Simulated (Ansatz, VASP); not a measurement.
# KCo2As2 in two plane-wave programs, part 2 of 2

Aim: how closely do two programs agree when they are given the same cell, functional and k mesh? The cell is taken from a series of runs on this material, whose earlier steps may have relaxed, scaled, displaced or heated it; both programs get it as it stands.

VASP 6.6.1 and Ansatz 0.2.0.

So far: The starting structure; Ansatz: relaxation of cell and atoms, PBEsol.

## Step 3: VASP: relaxation of cell and atoms, PBEsol

Level of this step: PBEsol, no spin polarisation; plane waves and PAW (K_sv, Co, As) (VASP).

The same cell, functional, mesh and smearing now go to VASP, with its own data sets.

Lines of VASP's logs that name or quote its potential files are left out, and so is its time.

INCAR

```
SYSTEM = KCo2As2
PREC = Accurate
ENCUT = 600
EDIFF = 1E-07
NELM = 120
ISMEAR = 1
SIGMA = 0.15
LREAL = .FALSE.
ALGO = Normal
GGA = PS
NBANDS = 24
LASPH = .TRUE.
LORBIT = 11
LWAVE = .FALSE.
LCHARG = .FALSE.
ISIF = 3
IBRION = 2
NSW = 80
EDIFFG = -0.005
GGA_COMPAT = .FALSE.
NELMIN = 4
KPAR = 2
```

POSCAR

```
KCo2As2
1.0
   -1.8578890000      1.8578890000      6.7419240000
    1.8578890000     -1.8578890000      6.7419240000
    1.8578890000      1.8578890000     -6.7419240000
K Co As
1 2 2
Direct
    0.0000000000      0.0000000000      0.0000000000
    0.7500000000      0.2500000000      0.5000000000
    0.2500000000      0.7500000000      0.5000000000
    0.3482035692      0.3482035692      0.0000000000
    0.6517964308      0.6517964308      0.0000000000
```

KPOINTS

```
Automatic mesh
0
Gamma
12 12 12
0 0 0
```

The projector-augmented-wave data sets are K_sv, Co and As (PBE family, release 64).

Command:

```sh
mpirun -np 2 vasp_std
```

Numbers of over 12 decimals in the logs are rounded to 6 here.

Log:

```text
[banner, memory and clock lines left out]
running    2 mpi-ranks, on    1 nodes
 distrk:  each k-point on    1 cores,    2 groups
 distr:  one band on    1 cores,    1 groups

 POSCAR found type information on POSCAR K CoAs
 POSCAR found :  3 types and       5 ions
|                                                                             |
|               ----> ADVICE to this user running VASP <----                  |
|                                                                             |
|     You enforced a specific xc type in the INCAR file but a different       |
|     [... a line on the potential file left out ...]
|     I HOPE YOU KNOW WHAT YOU ARE DOING!                                     |
|                                                                             |

 LDA part: xc-table for (Slater+PW92), standard interpolation
 POSCAR, INCAR and KPOINTS ok, starting setup
 FFT: planning ... GRIDC
 FFT: planning ... GRID_SOFT
 FFT: planning ... GRID
 WAVECAR not read
 entering main loop
       N       E                     dE             d eps       ncg     rms          rms(c)
DAV:   1     0.288466909546E+03    0.28847E+03   -0.17635E+04  7824   0.174E+03
DAV:   2    -0.597585935612E+01   -0.29444E+03   -0.28476E+03  7864   0.369E+02
DAV:   3    -0.311318238659E+02   -0.25156E+02   -0.24593E+02  9920   0.124E+02
DAV:   4    -0.320634878031E+02   -0.93166E+00   -0.92835E+00 12584   0.219E+01
DAV:   5    -0.320958397809E+02   -0.32352E-01   -0.32347E-01 12152   0.324E+00    0.180E+01
DAV:   6    -0.388050860989E+02   -0.67092E+01   -0.65736E+01 10296   0.115E+02    0.264E+01
DAV:   7    -0.287653021584E+02    0.10040E+02   -0.32654E+01  9752   0.877E+01    0.369E+00
DAV:   8    -0.289841121581E+02   -0.21881E+00   -0.33616E+00  9568   0.912E+00    0.304E+00
DAV:   9    -0.288909526404E+02    0.93160E-01   -0.39400E-01 12904   0.762E+00    0.894E-01
DAV:  10    -0.288910442020E+02   -0.91562E-04   -0.46165E-02 10576   0.174E+00    0.247E-01
DAV:  11    -0.288908884743E+02    0.15573E-03   -0.37374E-03 12592   0.613E-01    0.178E-01
DAV:  12    -0.288906181824E+02    0.27029E-03   -0.74848E-04 11416   0.263E-01    0.587E-02
DAV:  13    -0.288906059505E+02    0.12232E-04   -0.12132E-04 12312   0.899E-02    0.231E-02
DAV:  14    -0.288906090714E+02   -0.31209E-05   -0.84014E-06 10784   0.243E-02    0.317E-03
DAV:  15    -0.288906093784E+02   -0.30701E-06   -0.90846E-07 11136   0.660E-03    0.103E-03
DAV:  16    -0.288906093376E+02    0.40777E-07   -0.12053E-07  7488   0.291E-03
   1 F= -.28890609E+02 E0= -.28890971E+02  d E =-.288906E+02
[...]
2 F= -.28890618E+02 E0= -.28891005E+02  d E =-.888040E-05
[...]
3 F= -.28890740E+02 E0= -.28891114E+02  d E =-.130963E-03
[...]
4 F= -.28890740E+02 E0= -.28891113E+02  d E =-.130715E-03
 curvature:  -0.24 expect dE=-0.118E-05 dE for cont linesearch -0.386E-10
 trial: gam= 0.00917 g(F)=  0.431E-05 g(S)=  0.632E-06 ort = 0.286E-06 (trialstep = 0.896E+00)
 search vector abs. value=  0.499E-05
 bond charge predicted
       N       E                     dE             d eps       ncg     rms          rms(c)
DAV:   1    -0.288907569949E+02   -0.16936E-04   -0.20604E-04 10160   0.164E-01    0.289E-02
DAV:   2    -0.288907880271E+02   -0.31032E-04   -0.28315E-04 10416   0.251E-01    0.519E-02
DAV:   3    -0.288907460666E+02    0.41961E-04   -0.13437E-04  9824   0.178E-01    0.537E-03
DAV:   4    -0.288907459874E+02    0.79133E-07   -0.61100E-06  9008   0.139E-02    0.481E-03
DAV:   5    -0.288907457793E+02    0.20810E-06   -0.65452E-07 11664   0.112E-02    0.131E-03
DAV:   6    -0.288907457271E+02    0.52284E-07   -0.75511E-08  5568   0.233E-03
   5 F= -.28890746E+02 E0= -.28891126E+02  d E =-.567412E-05
 ZBRENT: can't locate minimum, use default step
 trial-energy change:   -0.000006  1 .order   -0.000004   -0.000004   -0.000004
 step:   3.5830(harm= 74.9143)  dis= 0.00111  next Energy=   -28.890925 (dE=-0.185E-03)
 reached required accuracy - stopping structural energy minimisation
```

From OUTCAR (step 3):

```text
ion  position               nearest neighbor table
   1  0.000  0.000  0.000-   5 3.33   5 3.33   5 3.33   4 3.33   5 3.33   4 3.33   4 3.33   4 3.33

  LATTYP: Found a body centered tetragonal cell.
 ALAT       =     3.7157780000
 C/A-ratio  =     3.6288088255

 Subroutine GETGRP returns: Found 16 space group operations
 (whereof 16 operations were pure point group operations)

The static configuration has the point symmetry D_4h.

 Found    163 irreducible k-points:

   k-points           NKPTS =    163   k-points in BZ     NKDIM =    163   number of bands    NBANDS=     24

   dimension x,y,z NGX =    60 NGY =   60 NGZ =   60
   dimension x,y,z NGXF=   120 NGYF=  120 NGZF=  120

   ENCUT  =  600.0 eV  44.10 Ry    6.64 a.u.  14.45 14.45 14.45*2*pi/ulx,y,z

   NELECT =      37.0000    total number of electrons

 k-points in reciprocal lattice and weights: Automatic mesh
   0.00000000  0.00000000  0.00000000       0.001
   0.08333333 -0.00000000  0.00000000       0.005
   0.16666667 -0.00000000  0.00000000       0.005
   0.25000000  0.00000000 -0.00000000       0.005
   0.33333333 -0.00000000  0.00000000       0.005
   0.41666667 -0.00000000  0.00000000       0.005
   0.50000000  0.00000000 -0.00000000       0.002
   0.08333333  0.08333333  0.00000000       0.005
   0.16666667  0.08333333  0.00000000       0.009
[...]
-0.41666667 -0.41666667  0.41666667       0.001
   0.50000000  0.50000000  0.50000000       0.001

 average (electrostatic) potential at core
       1 -32.6572       2 -83.1793       3 -83.1793       4 -49.2021       5 -49.2021

 E-fermi :   5.2689

 k-point     1 :       0.0000    0.0000    0.0000
  band No.  band energies     occupation
    ...
     15       3.8309      2.00000
     16       4.4187      2.00000
     17       4.8658      2.00097
     18       4.8658      2.00097
     19       5.0506      2.05922
     20       7.0690     -0.00000
     21       7.9443     -0.00000
     22       7.9443     -0.00000
     23       8.4684      0.00000
     24       8.5798      0.00000

 k-point     2 :       0.0833   -0.0000    0.0000
  band No.  band energies     occupation
    ...
     15       3.8496      2.00000
     16       4.3807      2.00000
     17       4.6619      2.00000
     18       4.6831      2.00000
     19       5.2806      0.86829
     20       6.9962     -0.00000
     21       7.2378     -0.00000
     22       7.9136     -0.00000
     23       8.6463      0.00000
     24       9.2931      0.00000

 k-point     3 :       0.1667   -0.0000    0.0000
  band No.  band energies     occupation
    ...
     14       3.7726      2.00000
     15       3.8981      2.00000
     16       4.2684      2.00000
     17       4.3586      2.00000
     18       4.3970      2.00000
     19       5.6197     -0.00461
     20       6.3724     -0.00000
     21       6.9443     -0.00000
     22       7.8294     -0.00000
     23       8.9893      0.00000
    ...

  Total        0.0113761      0.0113761      0.0145836      0.0000000     -0.0000000      0.0000000
  in kB        0.1954381      0.1954381      0.2505423      0.0000000     -0.0000000      0.0000000
  external PRESSURE =       0.2138062 kB  Pullay stress =       0.0000000 kB

  energy-cutoff  :      600.00
  volume of cell :       93.26
      direct lattice vectors                 reciprocal lattice vectors
    -1.859073793  1.859073793  6.745914701     0.000000000  0.268951131  0.074118933
     1.859073793 -1.859073793  6.745914701     0.268951131  0.000000000  0.074118933
     1.859073793  1.859073793 -6.745914701     0.268951131  0.268951131  0.000000000

 POSITION                                       TOTAL-FORCE (eV/Angst)
 -----------------------------------------------------------------------------------
      0.00000      0.00000      0.00000        -0.000000     -0.000000      0.000000
      0.00000      1.85907      3.37296        -0.000000     -0.000000      0.000000
      1.85907      0.00000      3.37296        -0.000000     -0.000000      0.000000
      0.00000      0.00000      4.69822        -0.000000     -0.000000     -0.004518
      0.00000      0.00000      8.79361         0.000000      0.000000      0.004518
 -----------------------------------------------------------------------------------
    total drift:                               -0.000000     -0.000000      0.000000

  FREE ENERGIE OF THE ION-ELECTRON SYSTEM (eV)
  ---------------------------------------------------
  free  energy   TOTEN  =       -28.8907457271 eV

  energy  without entropy=      -28.8918871138  energy(sigma->0) =      -28.89112619

 reached required accuracy - stopping structural energy minimisation

 total charge
# of ion       s       p       d       tot
------------------------------------------
    1        1.960   5.566   0.048   7.574
    2        0.448   0.534   7.469   8.451
    3        0.448   0.534   7.469   8.451
    4        1.229   1.562   0.078   2.869
    5        1.229   1.562   0.078   2.869
--------------------------------------------------
tot          5.315   9.757  15.142  30.214

[... 3 further parts left out ...]
```

CONTCAR:

```
KCo2As2
   1.00000000000000
    -1.8590737933778625    1.8590737933778625    6.7459147010154350
     1.8590737933778625   -1.8590737933778625    6.7459147010154350
     1.8590737933778625    1.8590737933778625   -6.7459147010154350
  K               Co              As
     1     2     2
Direct
     0.0000000000000000    0.0000000000000000    0.0000000000000000
     0.7500000000000000    0.2500000000000000    0.5000000000000000
     0.2500000000000000    0.7500000000000000    0.5000000000000000
     0.3482267146585611    0.3482267146585611    0.0000000000000000
     0.6517732853414389    0.6517732853414389    0.0000000000000000
```

This run has no spin polarisation, so a moment on Co, if there is one, isn't seen. Its electron count is odd, so without a moment it is a metal by construction.

## Step 4: Side by side

Known differences besides the potentials themselves: the data sets hold 73 valence electrons in Ansatz (on its default PAW (the set named soft_2) files) and 37 in VASP; the cutoff is 420 eV in Ansatz and 600 eV in VASP; Ansatz makes its cores anew for this functional, VASP keeps those of its PBE data sets; Ansatz adds a Pulay correction to the stress that steers its cell, VASP none. Total energies have different zeros and are not compared.

Both answers:

| quantity | Ansatz | VASP | difference |
| --- | --- | --- | --- |
| volume (Å³) | 93.05 | 93.26 | -0.22 % |
| edge a after relaxation, in the typed setting (Å) | 7.235 | 7.240 | -0.07 % |

## Step 5: Outcome

| Property | Result |
| --- | --- |
| difference in volume (relaxation of cell and atoms, PBEsol) | -0.22 % |

What this shows: The difference in volume is -0.22 % (relaxation of cell and atoms, PBEsol), within the 1.2 % picked in this series as the mark of a large difference, as far as the stopping tolerances let one tell. The data sets hold unlike numbers of valence electrons (73 in Ansatz and 37 in VASP), so part of the differences comes from the potentials. How closely two codes agree says nothing of how well the functional describes the real material.

[Lines on the potential files, build, host, timing and source positions are cut from VASP's logs without a mark.]

[Logs are printed without paths, hosts, clocks, repeated set-up lines and the standing remarks that a program may print on its own settings, such as how far it seeks lower states.]

[Hosts, paths, dates, database ids (printed as entryN), source tags and the programs' standing remarks are cut or masked in the printed files.]
